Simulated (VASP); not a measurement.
Given:

```yaml
crystal:
  lattice:
    - [3.10135, 0.00000, 0.00000]
    - [0.00000, 3.10135, 0.00000]
    - [0.00000, 0.00000, 3.10135]
  atoms:
    - { symbol: Ti, position: [0.00000, 0.00000, 0.00000] }
    - { symbol: Si, position: [0.50000, 0.50000, 0.50000] }
```

Level of theory: r2SCAN meta-GGA, VASP's PBE PAW potentials (set 64) (plane waves; VASP). Run with 400 eV cut-off, 13×13×13 Γ-centred mesh, tetrahedra with Blöchl corrections, potentials Ti_sv Si.

**Question.** Give the energies of bands 5 to 11 at the high-symmetry points, in eV from the Fermi level.

**Answer.** 
| band | Γ | X | M | R |
|---|---|---|---|---|
| 5 | -12.08 | -9.10 | -7.88 | -4.61 |
| 6 | -1.75 | -6.73 | -3.86 | -4.61 |
| 7 | -1.75 | -0.58 | -3.86 | -4.61 |
| 8 | 2.24 | -0.33 | -1.67 | -3.60 |
| 9 | 2.24 | -0.33 | 0.89 | 2.94 |
| 10 | 2.24 | 2.52 | 0.89 | 2.94 |
| 11 | 2.57 | 3.35 | 3.23 | 2.94 |

It has no gap at this level: it comes out as a metal or semimetal.

The structure was generated: TiSi was put into the CsCl type (Pm-3m), which need not be its known phase. It was relaxed first.
